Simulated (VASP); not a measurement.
```
CELL_PARAMETERS angstrom
      0.00000     2.98916     2.98916
      2.98916     0.00000     2.98916
      2.98916     2.98916     0.00000
ATOMIC_POSITIONS crystal
  Li 0.25000 0.25000 0.25000
  Li 0.75000 0.75000 0.75000
  Se 0.00000 0.00000 0.00000
```

All values below come from r2SCAN meta-GGA, VASP's PBE PAW potentials (set 64) (plane waves; VASP). Settings: 520 eV cut-off, 9×9×9 Γ-centred mesh, tetrahedra with Blöchl corrections, potentials Li_sv Se.

Question: Give the energies of bands 4 to 9 at the high-symmetry points, in eV from the valence-band maximum.

Answer: 
```csv
band,Γ,X,U,L,W
4,0.00,-2.28,-2.11,-2.93,-1.91
5,0.00,-1.46,-2.06,-0.53,-1.91
6,0.00,-1.46,-1.19,-0.53,-1.77
7,4.20,3.46,4.64,6.01,5.63
8,6.32,7.02,8.09,6.60,7.20
9,6.32,11.41,9.41,6.60,8.94
```

The gap is indirect, 3.45 eV, from the valence maximum at Γ to the conduction minimum at X.

The compound is Li2Se in the antifluorite structure. It was relaxed first.
